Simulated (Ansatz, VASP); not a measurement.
KMgI3 in VASP and in Ansatz

Contents of INCAR:

```
ALGO = Normal
EDIFF = 1E-7
ENCUT = 520
GGA = PE
ISIF = 2
ISMEAR = 0
LASPH = T
LCHARG = T
LELF = T
LREAL = F
LVHAR = T
LWAVE = F
NBANDS = 24
NELM = 80
PREC = Accurate
SIGMA = 0.01
```

The input KPOINTS:

```
k-points
0
Gamma
  4 4 4
```

Contents of POSCAR:

```
KMgI3
1.0
    5.7328701300      0.0000000000      0.0000000000
    0.0000000000      5.7328701300      0.0000000000
    0.0000000000      0.0000000000      5.7328701300
K Mg I
1 1 3
Direct
    0.0000000000      0.0000000000      0.0000000000
    0.5000000000      0.5000000000      0.5000000000
    0.5000000000      0.5000000000      0.0000000000
    0.5000000000      0.0000000000      0.5000000000
    0.0000000000      0.5000000000      0.5000000000
```

Input for Ansatz:

```yaml
crystal:
  lattice:
    - [5.73287013, 0.0, 0.0]
    - [0.0, 5.73287013, 0.0]
    - [0.0, 0.0, 5.73287013]
  atoms:
    - { symbol: K, position: [0.0, 0.0, 0.0] }
    - { symbol: Mg, position: [0.5, 0.5, 0.5] }
    - { symbol: I, position: [0.5, 0.5, 0.0] }
    - { symbol: I, position: [0.5, 0.0, 0.5] }
    - { symbol: I, position: [0.0, 0.5, 0.5] }
kpoints:
  mp_grid: { grid: [4, 4, 4] }
hamiltonian:
  xc: pbe
scf:
  occupations: { method: fixed }
  n_extra_bands: 5
output:
  forces: true
  stress: true
  eigenvalues: true
```

Alike in both runs: task single point; functional PBE; k mesh 4 × 4 × 4; no spin polarisation.

|  | VASP | Ansatz |
| --- | --- | --- |
| version | VASP 6.6.1 | Ansatz 0.2.0 |
| potentials or method | VASP PAW PBE potentials, release 64 (K_sv, Mg, I) | plane waves, PAW |
| plane-wave cutoff (eV) | 520 | 420 |
| occupations | gaussian, width 0.01 eV | fixed |
| valence electrons in the cell | 32 | 70 |

Ansatz gave:

* gap on the k mesh at the Fermi level (eV): 1.29
* pressure (GPa): 1.4

Q: Estimate VASP's values.

A: gap on the k mesh at the Fermi level (eV): 1.27; pressure (GPa): 1.3.

The two sets of potentials don't hold the same shells in valence.

Caveats: spin-orbit coupling is left out, which moves the levels of the heavy elements. PBE gaps usually lie below the measured ones, often by a third to a half. A k mesh can miss the band edges.
